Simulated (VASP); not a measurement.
Consider the following.

```
V
1.0
   -1.48909     1.48909     1.48909
    1.48909    -1.48909     1.48909
    1.48909     1.48909    -1.48909
V
1
Direct
  0.00000   0.00000   0.00000
```

Method: r2SCAN meta-GGA, VASP's PBE PAW potentials (set 64) (plane waves; VASP 6.6.1). Run with 480 eV cut-off, 16×16×16 Γ-centred mesh, first-order Methfessel-Paxton smearing of 0.10 eV, potentials V_sv.

Energy and stress use the plane-wave basis of the starting cell.

Question: The ions, cell shape and volume at an external pressure of 20.0 GPa are relaxed. What does this cell relax into?

Answer: 
```
V
1.0
   -1.45002     1.45002     1.45002
    1.45002    -1.45002     1.45002
    1.45002     1.45002    -1.45002
V
1
Cartesian
  1.45002  -1.45002   1.45002
```
Space group Im-3m (229), at a tolerance of 0.03 Å.

Question: How do energy and volume change from the first to the last step?

Answer: The energy (σ→0) changes by +64.9 meV/atom and the volume by -7.7 %, in 4 ionic steps.

The compound is V in the bcc structure. This run relaxes it under an external pressure of 20 GPa. Symmetry was kept, so distortions that lower it aren't found. The run is not spin-polarised, so no magnetic state was tried.
